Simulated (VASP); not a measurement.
An input for Quantum ESPRESSO's pw.x (written as the equivalent of a VASP run, and not itself run):

```
&CONTROL
  calculation = 'scf'
  pseudo_dir = './pseudo'
  outdir = './out'
  tprnfor = .true.
  tstress = .true.
/
&SYSTEM
  ibrav = 0
  nat = 2
  ntyp = 2
  ecutwfc = 96
  occupations = 'smearing'
  smearing = 'methfessel-paxton'
  degauss = 0.00735
  input_dft = 'pw91'
/
&ELECTRONS
  conv_thr = 7.3e-09
  electron_maxstep = 100
/
ATOMIC_SPECIES
  Ga 69.723 Ga.upf
  Co 58.933 Co.upf
CELL_PARAMETERS angstrom
     2.8547612    0.0000000    0.0000000
     0.0000000    2.8547612    0.0000000
     0.0000000    0.0000000    2.8547612
ATOMIC_POSITIONS crystal
  Ga   0.5000000  0.5000000  0.5000000
  Co   0.0000000  0.0000000  0.0000000
K_POINTS automatic
  13 13 13 0 0 0
```

Problem. Translate this input to VASP (INCAR, KPOINTS, POSCAR, choice of POTCAR).

Solution. This is not unique; one that fits is 
**KPOINTS**
```
Automatic mesh
0
Gamma
13 13 13
0 0 0
```

POSCAR:
```
CoGa
1
    2.8547612431     0.0000000000     0.0000000000
    0.0000000000     2.8547612431     0.0000000000
    0.0000000000     0.0000000000     2.8547612431
Ga Co
1 1
Direct
  0.5000000000   0.5000000000   0.5000000000
  0.0000000000   0.0000000000   0.0000000000
```

### INCAR
```
SYSTEM = CoGa
PREC = Accurate
ENCUT = 520
EDIFF = 1E-7
NELM = 100
ALGO = Normal
LREAL = .FALSE.
LASPH = .TRUE.
ISMEAR = 1
SIGMA = 0.1
GGA = 91
LMAXMIX = 4
LWAVE = .FALSE.
LCHARG = .FALSE.
ISIF = 2
```

POTCAR, in this order: Ga_d Co (PBE.64 set). Program: vasp_std.

What does not carry over: the potentials are each code's own (VASP's PAW set, PseudoDojo norm-conserving files in pw.x), so ENCUT and ecutwfc are chosen apart and not converted; conv_thr bounds pw.x's estimated SCF error, while EDIFF bounds the energy change between steps.

The compound is CoGa in the CsCl type structure. This cell is one point of a volume scan, at 0.97 of the reference volume.
